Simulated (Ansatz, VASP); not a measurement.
# Al2O3 (Al2O3 (R-3c)): VASP beside Ansatz

One calculation is typed for both programs; each brings its own data sets. How far apart do they land? The cell is taken from a series of runs on this material, whose earlier steps may have relaxed, scaled, displaced or heated it; both programs get it as it stands.

Main program and level: Ansatz 0.2.0; plane waves, with VASP 6.6.1 beside it; relaxation of cell and atoms at PBE.

### 1. Set-up

Symmetry: R-3c, No. 167, trigonal system. The conventional cell has a = 4.805 Å, b = 4.805 Å, c = 13.116 Å, α = 90.00°, β = 90.00°, γ = 120.00°. Nearest to Al lie 6 O at 1.87 to 1.99 Å. Nearest to O lie 4 Al at 1.87 to 1.99 Å. Farther neighbours and most contacts between anions are not listed.

### 2. VASP: relaxation of cell and atoms, PBE

The relaxed volume is the usual yardstick between codes: in a stiff, nearly cubic crystal its relative difference is about their pressure difference at one cell divided by the bulk modulus.

Lines of VASP's logs that name or quote its potential files are left out, and so is its time.

Input file INCAR:

```
SYSTEM = Al2O3
PREC = Accurate
ENCUT = 600
EDIFF = 1E-07
NELM = 120
ISMEAR = 0
SIGMA = 0.01
LREAL = .FALSE.
ALGO = Normal
GGA = PE
NBANDS = 34
LORBIT = 11
LWAVE = .FALSE.
LCHARG = .FALSE.
ISIF = 3
IBRION = 2
NSW = 80
EDIFFG = -0.005
LASPH = .TRUE.
GGA_COMPAT = .FALSE.
NELMIN = 4
EFERMI = MIDGAP
KPAR = 2
```

Input file POSCAR:

```
Al2O3
1.0
    2.4025140000      1.3870920000      4.3720840000
   -2.4025140000      1.3870920000      4.3720840000
    0.0000000000     -2.7741840000      4.3720840000
Al O
4 6
Direct
    0.6479040659      0.6479040659      0.6479040659
    0.8520960866      0.8520960866      0.8520960866
    0.1479039896      0.1479039896      0.1479039896
    0.3520960104      0.3520960104      0.3520960104
    0.4438544375      0.0561455625      0.7500000000
    0.9438545356      0.2500000981      0.5561455951
    0.0561456169      0.7500000544      0.4438545574
    0.7500000218      0.4438544593      0.0561455188
    0.2500000544      0.5561456169      0.9438545574
    0.5561456388      0.9438545137      0.2500000762
```

Input file KPOINTS:

```
Automatic mesh
0
Gamma
7 7 7
0 0 0
```

Potentials, in the order of the species: Al and O (PBE family, release 64).

Launch:

```console
mpirun -np 2 vasp_std
```

Numbers of over 12 decimals in the logs are rounded to 6 here.

What it wrote:

```text
[banner, memory and clock lines left out]
running    2 mpi-ranks, on    1 nodes
 distrk:  each k-point on    1 cores,    2 groups
 distr:  one band on    1 cores,    1 groups

 POSCAR found type information on POSCAR AlO
 POSCAR found :  2 types and      10 ions
 LDA part: xc-table for (Slater+PW92), standard interpolation
 POSCAR, INCAR and KPOINTS ok, starting setup
 FFT: planning ... GRIDC
 FFT: planning ... GRID_SOFT
 FFT: planning ... GRID
 WAVECAR not read
 entering main loop
       N       E                     dE             d eps       ncg     rms          rms(c)
DAV:   1     0.252875755081E+03    0.25288E+03   -0.27555E+04  2992   0.151E+03
DAV:   2    -0.683055266872E+02   -0.32118E+03   -0.30929E+03  3854   0.306E+02
DAV:   3    -0.826796152918E+02   -0.14374E+02   -0.14318E+02  3834   0.662E+01
DAV:   4    -0.827983542672E+02   -0.11874E+00   -0.11866E+00  3736   0.689E+00
DAV:   5    -0.827998063478E+02   -0.14521E-02   -0.14519E-02  3752   0.766E-01    0.174E+01
DAV:   6    -0.747676893934E+02    0.80321E+01   -0.29846E+01  3590   0.292E+01    0.592E+00
DAV:   7    -0.748106810216E+02   -0.42992E-01   -0.82946E-01  3584   0.459E+00    0.327E+00
DAV:   8    -0.748275326521E+02   -0.16852E-01   -0.89384E-02  3628   0.234E+00    0.683E-01
DAV:   9    -0.748314431673E+02   -0.39105E-02   -0.21596E-02  3824   0.806E-01    0.311E-01
DAV:  10    -0.748321185934E+02   -0.67543E-03   -0.84728E-04  3378   0.178E-01    0.729E-02
DAV:  11    -0.748320760879E+02    0.42505E-04   -0.38907E-04  3718   0.112E-01    0.227E-02
DAV:  12    -0.748320791544E+02   -0.30665E-05   -0.23256E-05  3572   0.292E-02    0.627E-03
DAV:  13    -0.748320785227E+02    0.63166E-06   -0.42006E-06  3758   0.114E-02    0.126E-03
DAV:  14    -0.748320783987E+02    0.12401E-06   -0.18937E-07  2792   0.272E-03    0.721E-04
DAV:  15    -0.748320784751E+02   -0.76399E-07   -0.17466E-08  2132   0.864E-04
   1 F= -.74832078E+02 E0= -.74832078E+02  d E =-.748321E+02
 curvature:   0.00 expect dE= 0.000E+00 dE for cont linesearch  0.000E+00
 trial: gam= 0.00000 g(F)=  0.337E-04 g(S)=  0.112E-04 ort = 0.000E+00 (trialstep = 0.100E+01)
 search vector abs. value=  0.449E-04
 bond charge predicted
       N       E                     dE             d eps       ncg     rms          rms(c)
DAV:   1    -0.748321074073E+02   -0.29009E-04   -0.28971E-03  3140   0.329E-01    0.212E-02
DAV:   2    -0.748321081253E+02   -0.71806E-06   -0.73641E-05  3848   0.496E-02    0.121E-02
DAV:   3    -0.748321052523E+02    0.28730E-05   -0.26852E-06  3678   0.120E-02    0.394E-03
DAV:   4    -0.748321050576E+02    0.19474E-06   -0.10431E-06  3790   0.640E-03    0.749E-04
DAV:   5    -0.748321050444E+02    0.13154E-07   -0.60318E-08  1844   0.151E-03
   2 F= -.74832105E+02 E0= -.74832105E+02  d E =-.265693E-04
 trial-energy change:   -0.000027  1 .order   -0.000027   -0.000045   -0.000008
 step:   1.2289(harm=  1.2289)  dis= 0.00070  next Energy=   -74.832106 (dE=-0.276E-04)
 reached required accuracy - stopping structural energy minimisation
```

From OUTCAR (step 2):

```text
ion  position               nearest neighbor table
   1  0.648  0.648  0.648-  10 1.87   6 1.87   9 1.87   8 1.99   5 1.99   7 1.99   2 2.68   4 2.82
                             4 2.82   4 2.82   2 3.25   2 3.25   2 3.25
   2  0.852  0.852  0.852-  10 1.87   9 1.87   6 1.87   7 1.99   8 1.99   5 1.99   1 2.68   3 2.82
                             3 2.82   3 2.82   1 3.25   1 3.25   1 3.25
   3  0.148  0.148  0.148-   7 1.87   5 1.87   8 1.87   9 1.99   6 1.99  10 1.99   4 2.68   2 2.82
                             2 2.82   2 2.82   4 3.25   4 3.25   4 3.25
   4  0.352  0.352  0.352-   5 1.87   8 1.87   7 1.87   6 1.99   9 1.99  10 1.99   3 2.68   1 2.82
                             1 2.82   1 2.82   3 3.25   3 3.25   3 3.25
   5  0.444  0.056  0.750-   3 1.87   4 1.87   1 1.99   2 1.99
   6  0.944  0.250  0.556-   1 1.87   2 1.87   4 1.99   3 1.99
   7  0.056  0.750  0.444-   3 1.87   4 1.87   1 1.99   2 1.99
   8  0.750  0.444  0.056-   3 1.87   4 1.87   1 1.99   2 1.99
   9  0.250  0.556  0.944-   2 1.87   1 1.87   4 1.99   3 1.99
  10  0.556  0.944  0.250-   2 1.87   1 1.87   4 1.99   3 1.99

  LATTYP: Found a trigonal (rhomboedric) cell.
 ALAT       =     5.1779548318
 COS(alpha) =     0.5694284460

 Subroutine GETGRP returns: Found 12 space group operations
 (whereof  6 operations were pure point group operations)

The static configuration has the point symmetry S_6 .
 The point group associated with its full space group is D_3d.

 Found     44 irreducible k-points:

   k-points           NKPTS =     44   k-points in BZ     NKDIM =     44   number of bands    NBANDS=     34

   dimension x,y,z NGX =    42 NGY =   42 NGZ =   42
   dimension x,y,z NGXF=    84 NGYF=   84 NGZF=   84

   ENCUT  =  600.0 eV  44.10 Ry    6.64 a.u.  10.34 10.34 10.34*2*pi/ulx,y,z

   NELECT =      48.0000    total number of electrons

 k-points in reciprocal lattice and weights: Automatic mesh
   0.00000000  0.00000000  0.00000000       0.003
   0.14285714 -0.00000000  0.00000000       0.017
   0.28571429  0.00000000  0.00000000       0.017
   0.42857143  0.00000000  0.00000000       0.017
   0.14285714  0.14285714  0.00000000       0.017
   0.28571429  0.14285714 -0.00000000       0.035
   0.42857143  0.14285714  0.00000000       0.035
  -0.42857143  0.14285714 -0.00000000       0.035
  -0.28571429  0.14285714 -0.00000000       0.035
[...]
0.42857143  0.42857143  0.42857143       0.006
  -0.42857143  0.42857143  0.42857143       0.017

 average (electrostatic) potential at core
       1 -71.8837       2 -71.8837       3 -71.8837       4 -71.8837       5 -67.3428
       6 -67.3428       7 -67.3428       8 -67.3428       9 -67.3428      10 -67.3428

 E-fermi :   8.7568

 k-point     1 :       0.0000    0.0000    0.0000
  band No.  band energies     occupation
    ...
     20       5.3593      2.00000
     21       5.3593      2.00000
     22       5.7874      2.00000
     23       5.7874      2.00000
     24       5.8203      2.00000
     25      11.6933      0.00000
     26      14.7398      0.00000
     27      16.2103      0.00000
     28      17.1065      0.00000
     29      17.1065      0.00000
    ...

 k-point     2 :       0.1429   -0.0000    0.0000
  band No.  band energies     occupation
    ...
     20       5.1032      2.00000
     21       5.2055      2.00000
     22       5.5331      2.00000
     23       5.7646      2.00000
     24       5.7890      2.00000
     25      12.1750      0.00000
     26      15.1146      0.00000
     27      15.8851      0.00000
     28      16.8735      0.00000
     29      16.9075      0.00000
    ...

 k-point     3 :       0.2857    0.0000    0.0000
  band No.  band energies     occupation
    ...
     20       4.5012      2.00000
     21       5.0658      2.00000
     22       5.3608      2.00000
     23       5.6531      2.00000
     24       5.6920      2.00000
     25      13.2478      0.00000
     26      15.4679      0.00000
     27      15.8276      0.00000
     28      16.2347      0.00000
     29      16.3906      0.00000
    ...

  Total       -0.0005023     -0.0005023     -0.0158873      0.0000000     -0.0000000     -0.0000000
  in kB       -0.0092046     -0.0092046     -0.2911568      0.0000000     -0.0000000     -0.0000000
  external PRESSURE =      -0.1031887 kB  Pullay stress =       0.0000000 kB

  energy-cutoff  :      600.00
  volume of cell :       87.42
      direct lattice vectors                 reciprocal lattice vectors
     2.402780969  1.387246134  4.371334682     0.208092209  0.120142102  0.076254361
    -2.402780969  1.387246134  4.371334682    -0.208092209  0.120142102  0.076254361
     0.000000000 -2.774492269  4.371334682     0.000000000 -0.240284204  0.076254361

 POSITION                                       TOTAL-FORCE (eV/Angst)
 -----------------------------------------------------------------------------------
      0.00000      0.00000      8.49605         0.000000      0.000000     -0.003806
      0.00000      0.00000     11.17496         0.000000      0.000000      0.003806
      0.00000      0.00000      1.93904         0.000000      0.000000     -0.003806
      0.00000      0.00000      4.61796         0.000000      0.000000      0.003806
      0.93135     -1.38725      5.46417         0.002117      0.000000      0.000000
      1.66706      0.11295      7.64984         0.001059      0.001834     -0.000000
     -1.66706     -0.11295      5.46417        -0.001059     -0.001834     -0.000000
      0.73572      1.50019      5.46417        -0.001059      0.001834      0.000000
     -0.73572     -1.50019      7.64984         0.001059     -0.001834      0.000000
     -0.93135      1.38725      7.64984        -0.002117      0.000000      0.000000
 -----------------------------------------------------------------------------------
    total drift:                               -0.000217      0.000020      0.000518

  FREE ENERGIE OF THE ION-ELECTRON SYSTEM (eV)
  ---------------------------------------------------
  free  energy   TOTEN  =       -74.8321050444 eV

  energy  without entropy=      -74.8321050444  energy(sigma->0) =      -74.83210504

 reached required accuracy - stopping structural energy minimisation

 total charge
# of ion       s       p       d       tot
------------------------------------------
    1        0.307   0.387   0.000   0.694
    2        0.307   0.387   0.000   0.694
    3        0.307   0.387   0.000   0.694
    4        0.307   0.387   0.000   0.694
    5        1.543   3.628   0.000   5.172
    6        1.543   3.628   0.000   5.172
    7        1.543   3.628   0.000   5.172
    8        1.543   3.628   0.000   5.172
    9        1.543   3.628   0.000   5.172
   10        1.543   3.628   0.000   5.172
--------------------------------------------------
tot         10.487  23.318   0.000  33.805

[... 3 further parts left out ...]
```

CONTCAR:

```
Al2O3
   1.00000000000000
     2.4027809686144099    1.3872461343665143    4.3713346824852755
    -2.4027809686144099    1.3872461343665143    4.3713346824852755
     0.0000000000000000   -2.7744922687330287    4.3713346824852755
  Al              O
     4     6
Direct
     0.6478605218794584    0.6478605218794584    0.6478605218794584
     0.8521396306205418    0.8521396306205418    0.8521396306205418
     0.1478604455794610    0.1478604455794610    0.1478604455794610
     0.3521395544205390    0.3521395544205390    0.3521395544205390
     0.4438062776405777    0.0561937223594223    0.7500000000000000
     0.9438063757405805    0.2500000981000028    0.5561937549594215
     0.0561937767594197    0.7500000543999974    0.4438063975405787
     0.7500000217999983    0.4438062994405759    0.0561936786594240
     0.2500000543999974    0.5561937767594197    0.9438063975405787
     0.5561937986594198    0.9438063538405804    0.2500000762000028
```

The run keeps the 12 symmetry operations of its start, so it cannot find a distortion of lower symmetry.

(Part 1 of 2 ends here.)

[Lines on the potential files, build, host, timing and source positions are cut from VASP's logs without a mark.]

[Logs are printed without paths, hosts, clocks, repeated set-up lines and the standing remarks that a program may print on its own settings, such as how far it seeks lower states.]

[Hosts, paths, dates, database ids (printed as entryN), source tags and the programs' standing remarks are cut or masked in the printed files.]
